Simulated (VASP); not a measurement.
# CaSc in VASP: a series of runs

One sheet, CaSc, is run at these levels: PBE+D4, PBE+D3(BJ); tasks: relaxation of the atoms, electron localisation function.

Everything below comes from runs of VASP 6.6.1. Logs are shortened: lines on timing, memory, paths and dates and some standing lists are left out, and cuts for length are marked.

### Step 1. The structure

The cell holds a sheet with vacuum, 2 atoms: a = 6.537 Å, b = 3.205 Å, c = 23.800 Å, α = 90.00°, β = 90.00°, γ = 90.00°.

The cell was built by a generator and needn't be a form met in nature.

### Step 2. Relaxation of the atoms, PBE+D4

File INCAR:

```
SYSTEM = CaSc
ALGO = Fast ; DIPOL = 0.5 0.5 0.294
EDIFF = 1E-7 ; EDIFFG = -0.005
ENCUT = 520 ; GGA = PE
IBRION = 2 ; IDIPOL = 3
ISIF = 2 ; ISMEAR = 0
IVDW = 13 ; LASPH = .TRUE.
LCHARG = .FALSE. ; LDIPOL = .TRUE.
LREAL = .FALSE. ; LWAVE = .FALSE.
NELM = 100 ; NSW = 60
PREC = Accurate ; SIGMA = 0.05
```

File KPOINTS:

```
k-points
0
G
  4 8 1
  0 0 0
```

File POSCAR:

```
CaSc
1.0
    6.5366700000      0.0000000000      0.0000000000
    0.0000000000      3.2053400000      0.0000000000
    0.0000000000      0.0000000000     23.8000000000
Ca Sc
1 1
Selective dynamics
Direct
    0.0000000000      0.0000000000      0.2941200000  F F F
    0.5000000000      0.0000000000      0.2941200000  T T T
```

Potentials or basis: VASP PAW PBE potentials, release 64 (Ca_sv, Sc_sv).

Launch:

```bash
$ cat potpaw_PBE.64/Ca_sv/POTCAR potpaw_PBE.64/Sc_sv/POTCAR > POTCAR
$ mpirun -np 1 vasp_std > vasp.out
```

OUTCAR:

```text
SYSTEM = CaSc
   EDIFF = 1E-7
   EDIFFG = -0.005
   ENCUT = 520
   GGA = PE
   IBRION = 2
   ISIF = 2
   ISMEAR = 0
   IVDW = 13
   LASPH = .TRUE.
   LREAL = .FALSE.
   NELM = 100
   NSW = 60
   PREC = Accurate

 ion  position               nearest neighbor table
   1  0.000  0.000  0.294-   2 3.27   2 3.27
   2  0.500  0.000  0.294-   1 3.27   1 3.27

  LATTYP: Found a simple orthorhombic cell.
 ALAT       =     3.2053400000
 B/A-ratio  =     2.0393062826
 C/A-ratio  =     7.4251093488

  Lattice vectors:

 A1 = (   0.0000000000,  -3.2053400000,   0.0000000000)
 A2 = (   6.5366700000,   0.0000000000,   0.0000000000)
 A3 = (   0.0000000000,   0.0000000000,  23.8000000000)

Analysis of symmetry for initial positions (statically):
=====================================================================
 Subroutine PRICEL returns:
 Original cell was already a primitive cell.

 Routine SETGRP: Setting up the symmetry group for a
 simple orthorhombic supercell.

 Subroutine GETGRP returns: Found  8 space group operations
 (whereof  4 operations were pure point group operations)
 out of a pool of  8 trial point group operations.

The static configuration has the point symmetry C_2v.
 The point group associated with its full space group is D_2h.

Analysis of symmetry for dynamics (positions and initial velocities):
=====================================================================
 Subroutine PRICEL returns:
 Original cell was already a primitive cell.

 Routine SETGRP: Setting up the symmetry group for a
 simple orthorhombic supercell.

 Subroutine GETGRP returns: Found  8 space group operations
 (whereof  4 operations were pure point group operations)
 out of a pool of  8 trial point group operations.

The dynamic configuration has the point symmetry C_2v.
 The point group associated with its full space group is D_2h.

Analysis of constrained symmetry for selective dynamics:
=====================================================================
 Subroutine PRICEL returns:
 Original cell was already a primitive cell.

 Routine SETGRP: Setting up the symmetry group for a
 simple orthorhombic supercell.

 Subroutine GETGRP returns: Found  8 space group operations
 (whereof  4 operations were pure point group operations)
 out of a pool of  8 trial point group operations.

The constrained configuration has the point symmetry C_2v.
 The point group associated with its full space group is D_2h.

 Subroutine INISYM returns: Found  8 space group operations
 (whereof  4 operations are pure point group operations),
 and found     1 'primitive' translations

----------------------------------------------------------------------------------------

                                     Primitive cell

  volume of cell :     498.6635

  direct lattice vectors                    reciprocal lattice vectors
     6.536670000  0.000000000  0.000000000     0.152983094  0.000000000  0.000000000
     0.000000000  3.205340000  0.000000000     0.000000000  0.311979384  0.000000000
     0.000000000  0.000000000 23.800000000     0.000000000  0.000000000  0.042016807

  length of vectors
     6.536670000  3.205340000 23.800000000     0.152983094  0.311979384  0.042016807

  position of ions in fractional coordinates (direct lattice)
     0.000000000  0.000000000  0.294120000
     0.500000000  0.000000000  0.294120000

  ion indices of the primitive-cell ions
   primitive index   ion index
                 1           1
                 2           2

----------------------------------------------------------------------------------------

 KPOINTS: k-points

Automatic generation of k-mesh.
 Grid dimensions read from file:
 generate k-points for:    4    8    1

 Generating k-lattice:

  Cartesian coordinates                     Fractional coordinates (reciprocal lattice)
     0.038245773  0.000000000  0.000000000     0.250000000  0.000000000  0.000000000
     0.000000000  0.038997423  0.000000000     0.000000000  0.125000000  0.000000000
     0.000000000  0.000000000  0.042016807     0.000000000  0.000000000  1.000000000

  Length of vectors
     0.038245773  0.038997423  0.042016807

  Shift w.r.t. Gamma in fractional coordinates (k-lattice)
     0.000000000  0.000000000  0.000000000

 Subroutine IBZKPT returns following result:
 ===========================================

 Found     15 irreducible k-points:

 Following reciprocal coordinates:
            Coordinates               Weight
  0.000000  0.000000  0.000000      1.000000
  0.250000  0.000000  0.000000      2.000000
  0.500000  0.000000  0.000000      1.000000
  0.000000  0.125000  0.000000      2.000000
  0.250000  0.125000  0.000000      4.000000
  0.500000  0.125000  0.000000      2.000000
  0.000000  0.250000  0.000000      2.000000
  0.250000  0.250000  0.000000      4.000000
  0.500000  0.250000  0.000000      2.000000
  0.000000  0.375000  0.000000      2.000000
  0.250000  0.375000  0.000000      4.000000
  0.500000  0.375000  0.000000      2.000000
  0.000000  0.500000  0.000000      1.000000
  0.250000  0.500000  0.000000      2.000000
  0.500000  0.500000  0.000000      1.000000
   k-points           NKPTS =     15   k-points in BZ     NKDIM =     15   number of bands    NBANDS=     14
   number of dos      NEDOS =    301   number of ions     NIONS =      2
   total plane-waves  NPLWV = 216000
   dimension x,y,z NGX =    50 NGY =   24 NGZ =  180
   dimension x,y,z NGXF=   100 NGYF=   48 NGZF=  360
   ions per type =               1   1
   NGX,Y,Z   is equivalent  to a cutoff of  12.72, 12.45, 12.57 a.u.
   NGXF,Y,Z  is equivalent  to a cutoff of  25.43, 24.90, 25.15 a.u.
 SYSTEM =  CaSc
   PREC   = accura    normal or accurate (medium, high low for compatibility)
   ISTART =      0    job   : 0-new  1-cont  2-samecut
   ICHARG =      2    charge: 1-file 2-atom 10-const
   ISPIN  =      1    spin polarized calculation?
   LNONCOLLINEAR =      F non collinear calculations
   LSORBIT =      F    spin-orbit coupling
   LASPH  =      T    aspherical Exc in radial PAW
   ENCUT  =  520.0 eV  38.22 Ry    6.18 a.u.  12.15  5.96 44.25*2*pi/ulx,y,z
   NELM   =    100;   NELMIN=  2; NELMDL= -5     # of ELM steps
   EDIFF  = 0.1E-06   stopping-criterion for ELM
   LREAL  =      F    real-space projection
   EDIFFG = -.5E-02   stopping-criterion for IOM
   NSW    =     60    number of steps for IOM
   IBRION =      2    ionic relax: 0-MD 1-quasi-New 2-CG
   NFREE  =      1    steps in history (QN), initial steepest desc. (CG)
   ISIF   =      2    stress and relaxation
   ISYM   =      2    0-nonsym 1-usesym 2-fastsym
   POTIM  = 0.5000    time-step for ionic-motion
   TEBEG  =    0.0;   TEEND  =   0.0 temperature during run
   PSTRESS=    0.0 pullay stress
   NELECT =      21.0000    total number of electrons
   NUPDOWN=      -1.0000    fix difference up-down
   EMIN   =  10.00;   EMAX   =-10.00  energy-range for DOS
   EFERMI =   0.00;   METHOD = LEGACY
   ISMEAR =     0;   SIGMA  =   0.05  broadening in eV -4-tet -1-fermi 0-gaus
   EFERMI_NEDOS =   21; number of points for ismear=-14 and -15
   IALGO  =     68    algorithm
   IMIX   =      4    mixing-type and parameters
     AMIX     =   0.40;   BMIX     =  1.00
     AMIX_MAG =   1.60;   BMIX_MAG =  1.00
  volume/ion in A,a.u.               =     249.33      1682.57
  Fermi-wavevector in a.u.,A,eV,Ry     =   0.569568  1.076327  4.413831  0.324407
  Thomas-Fermi vector in A             =   1.609261
   LORBIT       =      0    0 simple, 1 ext, 2 COOP (PROOUT), +10 PAW based schemes
   GGA     = PE    functional components
   LHFCALC =     F    Hartree Fock is set to
   AEXX    =    0.0000 exact exchange contribution
   IVDW    =    13    specifies the selected vdW correction
   LEPSILON=     F    determine dielectric tensor
   LRPA    =     F    only Hartree local field effects (RPA)
 conjugate gradient relaxation of ions
 non-spin polarized calculation
 RMM-DIIS sequential band-by-band and
 Gauss-broadening in eV      SIGMA  =   0.05
  energy-cutoff  :      520.00
  volume of cell :      498.66
 maximum number of plane-waves:     13506
 NGX is ok and might be reduce to    50
   NGX = 25   NGY = 11   NGZ = 89

 dipolmoment           0.000000      0.000000      0.000002 electrons x Angstroem

 number of electron      21.0000001 magnetization

 dipolmoment           0.000000      0.000000     -0.000002 electrons x Angstroem

 Free energy of the ion-electron system (eV)
  ---------------------------------------------------
  ext. energy  EPLUGINS =         0.00000000
  ---------------------------------------------------
  free energy    TOTEN  =        -5.03492202 eV

  energy without entropy =       -5.02050047  energy(sigma->0) =       -5.02771125

 E-fermi :  -2.3064     XC(G=0):  -1.8596

 val. band max:       -2.3095725878   @ k =   0.5000   0.5000   0.0000
 cond. band min:      -2.3061630723   @ k =   0.2500   0.3750   0.0000
 fundamental gap:      0.0034095155
 Fermi energy:        -2.3064463933

 k-point     1 :       0.0000    0.0000    0.0000
  band No.  band energies     occupation
      1     -52.7975      2.00000
      2     -44.5879      2.00000
      3     -31.6409      2.00000
      4     -31.3868      2.00000
      5     -31.1138      2.00000
      6     -25.6917      2.00000
      7     -25.5071      2.00000
      8     -25.3469      2.00000
      9      -5.6427      2.00000
     10      -2.8714      2.00000
     11      -2.3769      1.95361
     12      -2.3532      1.81382
     13      -2.0428      0.00000
     14      -1.9406      0.00000

 k-point     2 :       0.2500    0.0000    0.0000
  band No.  band energies     occupation
      1     -52.7975      2.00000
      2     -44.5879      2.00000
      3     -31.6409      2.00000
      4     -31.3857      2.00000
      5     -31.1138      2.00000
      6     -25.6917      2.00000
      7     -25.5101      2.00000
      8     -25.3469      2.00000
      9      -5.3803      2.00000
     10      -3.5652      2.00000
     11      -2.4016      1.99286
     12      -2.2098      0.00625
     13      -2.1894      0.00093
     14      -1.4876      0.00000

 k-point     3 :       0.5000    0.0000    0.0000
  band No.  band energies     occupation
      1     -52.7974      2.00000
      2     -44.5880      2.00000
      3     -31.6409      2.00000
      4     -31.3846      2.00000
      5     -31.1138      2.00000
      6     -25.6917      2.00000
      7     -25.5131      2.00000
      8     -25.3470      2.00000
      9      -4.7941      2.00000
     10      -4.4431      2.00000
     11      -2.3895      1.98113
     12      -2.1804      0.00036
     13      -2.0827      0.00000
     14      -1.3409      0.00000
[... 171 lines left out ...]
 k-point    14 :       0.2500    0.5000    0.0000
  band No.  band energies     occupation
      1     -52.7742      2.00000
      2     -44.5356      2.00000
      3     -31.6169      2.00000
      4     -31.3608      2.00000
      5     -31.3477      2.00000
      6     -25.8093      2.00000
      7     -25.6383      2.00000
      8     -25.4548      2.00000
      9      -2.9528      2.00000
     10      -2.3877      1.97844
     11      -2.3684      1.92006
     12      -2.0560      0.00000
     13      -1.4527      0.00000
     14      -1.3258      0.00000

 k-point    15 :       0.5000    0.5000    0.0000
  band No.  band energies     occupation
      1     -52.7742      2.00000
      2     -44.5357      2.00000
      3     -31.6169      2.00000
      4     -31.3598      2.00000
      5     -31.3477      2.00000
      6     -25.8093      2.00000
      7     -25.6383      2.00000
      8     -25.4574      2.00000
      9      -2.7016      2.00000
     10      -2.3898      1.98162
     11      -2.3096      1.07046
     12      -1.6462      0.00000
     13      -1.4433      0.00000
     14      -0.9549      0.00000

------------------------ aborting loop because EDIFF is reached ----------------------------------------

 vacuum level on the upper side and lower side of the slab       (xc-potential included)        -0.069        -0.070

  DFT-D4 for vdW energy calculation

  Edisp (eV):   -0.15075

  FORCE on cell =-STRESS in cart. coord.  units (eV):
  Direction    XX          YY          ZZ          XY          YZ          ZX
  --------------------------------------------------------------------------------------
  -------------------------------------------------------------------------------------
  Total      -0.29765     0.04919     0.02507     0.00000     0.00000     0.00000
  in kB      -0.95632     0.15804     0.08055     0.00000     0.00000     0.00000
  external pressure =       -0.24 kB  Pullay stress =        0.00 kB

 VOLUME and BASIS-vectors are now :
 -----------------------------------------------------------------------------
  energy-cutoff  :      520.00
  volume of cell :      498.66
      direct lattice vectors                 reciprocal lattice vectors
     6.536670000  0.000000000  0.000000000     0.152983094  0.000000000  0.000000000
     0.000000000  3.205340000  0.000000000     0.000000000  0.311979384  0.000000000
     0.000000000  0.000000000 23.800000000     0.000000000  0.000000000  0.042016807

 POSITION                                       TOTAL-FORCE (eV/Angst)
 -----------------------------------------------------------------------------------
      0.00000      0.00000      7.00006         0.000000      0.000000      0.000000
      3.26833      0.00000      7.00006         0.000000      0.000000      0.000000
 -----------------------------------------------------------------------------------
    total drift:                                0.000000      0.000000     -0.000009

  FREE ENERGIE OF THE ION-ELECTRON SYSTEM (eV)
  ---------------------------------------------------
  free  energy   TOTEN  =        -5.1856723249 eV

  energy  without entropy=       -5.1712507723  energy(sigma->0) =       -5.17846155

 reached required accuracy - stopping structural energy minimisation

 vacuum level on the upper side and lower side of the slab         0.827         0.826
```

Run time: 9.1 min. Hardware: 1 thread of Intel Xeon Platinum 8375C at 2.90GHz (Ice Lake), shared host; peak memory 0.55 GiB.

Results:

```yaml
Free_energy: -5.1857 eV
Band_gap_on_the_k_mesh: none (metal or under the smearing width)
Dispersion_energy_per_atom: -0.075 eV
```

Final structure:
```yaml
crystal:
  lattice:
    - [6.53667, 0.00000, 0.00000]
    - [0.00000, 3.20534, 0.00000]
    - [0.00000, 0.00000, 23.80000]
  atoms:
    - { symbol: Ca, position: [0.00000, 0.00000, 0.29412] }
    - { symbol: Sc, position: [0.50000, 0.00000, 0.29412] }
```

Levels at points of the mesh, in eV from the Fermi level:
```csv
k point,band 7,band 8,band 9,band 10,band 11,band 12,band 13,band 14
"(0.00, 0.00, 0.00)",-23.20,-23.04,-3.34,-0.56,-0.07,-0.05,0.26,0.37
"(0.50, 0.00, 0.00)",-23.21,-23.04,-2.49,-2.14,-0.08,0.13,0.22,0.97
"(0.00, 0.50, 0.00)",-23.33,-23.15,-0.78,-0.41,-0.15,0.48,0.76,1.09
"(0.50, 0.50, 0.00)",-23.33,-23.15,-0.40,-0.08,0.00,0.66,0.86,1.35
```

Caveat: the relaxation stopped at its first step, so nothing moved.

### Step 3. Electron localisation function, PBE+D3(BJ)

File INCAR:

```
PREC = Accurate
ENCUT = 520
EDIFF = 1E-6
ISMEAR = 0
SIGMA = 0.02
LREAL = False
LASPH = True
NELM = 80
ALGO = Normal
ISIF = 2
LWAVE = False
LCHARG = True
LDIPOL = True
IDIPOL = 3
DIPOL = 0.5 0.5 0.294
GGA = PE
IVDW = 12
LELF = True
NBANDS = 34
```

File KPOINTS:

```
regular mesh
0
Gamma
  4 8 1
```

File POSCAR:

```
CaSc
1.0
    6.5366700000      0.0000000000      0.0000000000
    0.0000000000      3.2053400000      0.0000000000
    0.0000000000      0.0000000000     23.8000000000
Ca Sc
1 1
Direct
    0.0000000000      0.0000000000      0.2941200000
    0.5000000000      0.0000000000      0.2941200000
```

Potentials or basis: VASP PAW PBE potentials, release 64 (Ca_sv, Sc_sv).

Launch:

```bash
$ cat potpaw_PBE.64/Ca_sv/POTCAR potpaw_PBE.64/Sc_sv/POTCAR > POTCAR
$ mpirun -np 1 vasp_std > vasp.out
```

Wall time 6.5 min (1 thread of Intel Xeon Platinum 8375C at 2.90GHz (Ice Lake), shared host); peak memory 0.59 GiB.

Results (log left out):

| Quantity | Value |
| --- | --- |
| Free energy | -5.2384 eV |
| Band gap on the k mesh | none (metal or under the smearing width) |
| Dispersion energy per atom | -0.105 eV |

Levels at points of the mesh, in eV from the Fermi level:
| k point | band 7 | band 8 | band 9 | band 10 | band 11 | band 12 | band 13 | band 14 | band 15 | band 16 |
| --- | --- | --- | --- | --- | --- | --- | --- | --- | --- | --- |
| (0.00, 0.00, 0.00) | -23.21 | -23.05 | -3.34 | -0.57 | -0.07 | -0.05 | 0.23 | 0.30 | 0.36 | 1.54 |
| (0.50, 0.00, 0.00) | -23.21 | -23.05 | -2.49 | -2.14 | -0.09 | 0.13 | 0.22 | 0.54 | 0.92 | 1.45 |
| (0.00, 0.50, 0.00) | -23.34 | -23.15 | -0.78 | -0.41 | -0.15 | 0.48 | 0.75 | 1.08 | 1.10 | 2.27 |
| (0.50, 0.50, 0.00) | -23.34 | -23.16 | -0.40 | -0.09 | 0.00 | 0.66 | 0.86 | 0.98 | 1.17 | 1.33 |

### Step 4. The reference run

An earlier run on the cell as given: functional PBE; potentials or basis VASP PAW PBE potentials, release 64 (Ca_sv, Sc_sv); cutoff 520 eV; k mesh 4 × 8 × 1; occupations fermi-dirac, width 0.05 eV; no spin polarisation.

* Band gap on the k mesh: none (metal or under the smearing width)

### Step 5. Overview

| task | level | cell | smearing | atoms held fixed (from 0) | other keys | gap on the mesh (eV) |
| --- | --- | --- | --- | --- | --- | --- |
| relaxation of the atoms | PBE+D4 | atoms relaxed | gaussian 0.05 eV | [0] | - | none |
| electron localisation function | PBE+D3(BJ) | as given | gaussian 0.02 eV | - | ISMEAR = 0; SIGMA = 0.02; NBANDS = 34 | none |
| single point | PBE | as given | fermi-dirac 0.05 eV | - | - | none |

Alike in all rows: potentials or basis VASP PAW PBE potentials, release 64 (Ca_sv, Sc_sv); no spin polarisation; k mesh 4 × 8 × 1; cutoff (eV) 520.

Caveats: the relaxation stopped at its first step, so nothing moved (some runs).

Total energies depend on the potentials used, so only differences within one code and one set of settings carry meaning.
